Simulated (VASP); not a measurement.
Data:

```
FeP
1.0
    0.00000     2.29081     2.29081
    2.29081     0.00000     2.29081
    2.29081     2.29081     0.00000
Fe P
1 1
Direct
  0.00000   0.00000   0.00000
  0.50000   0.50000   0.50000
```
Starting moments (μB, in the order of the record's atoms Fe P): 1.1 0.0.

All values below come from PBEsol GGA, VASP's PBE PAW potentials (set 64) (plane waves; VASP). Run with 400 eV cut-off, 15×15×15 Γ-centred mesh, tetrahedra with Blöchl corrections, potentials Fe P.

### Question
Tabulate the total density of states (states/eV per cell) against energy (eV; zero at the valence-band maximum or, without a gap, the Fermi level).

### Answer

```
E (eV) | DOS (states/eV)
    -9.98 |  0.00
    -9.62 |  0.00
    -9.26 |  0.00
    -8.90 |  0.00
    -8.66 |  0.00
    -8.30 |  0.00
    -7.94 |  0.02
    -7.58 | ## 0.18
    -7.22 | ### 0.32
    -6.86 | ##### 0.47
    -6.50 | ######## 0.77
    -6.14 | ################### 1.86
    -5.90 | ######## 0.83
    -5.54 | ###### 0.63
    -5.18 | ########## 0.99
    -4.82 | ############ 1.15
    -4.46 | ############# 1.29
    -4.10 | ######################## 2.39
    -3.74 | ########################## 2.62
    -3.38 | ################# 1.66
    -3.14 | ############ 1.23
    -2.78 | ######## 0.81
    -2.42 | ####### 0.66
    -2.06 | ########## 1.00
    -1.70 | ################ 1.56
    -1.34 | ############################# 2.87
    -0.98 | ############# 1.33
    -0.62 | ############################## 2.97
    -0.38 | ############################# 2.87
    -0.02 | ############## 1.39
     0.34 | ############################# 2.88
     0.70 | ################ 1.58
     1.06 | ############## 1.41
     1.42 | ############ 1.21
     1.78 | ########### 1.07
     2.14 | ######### 0.86
     2.38 | ######## 0.81
     2.74 | ######## 0.77
     3.10 | ####### 0.71
     3.46 | ###### 0.64
```
Within 2 eV below the Fermi level the largest weight inside VASP's projection spheres is Fe d.

The structure was generated: FeP was put into the rock salt type (Fm-3m), which need not be its known phase. It was relaxed first, which changed the volume by -30 %.
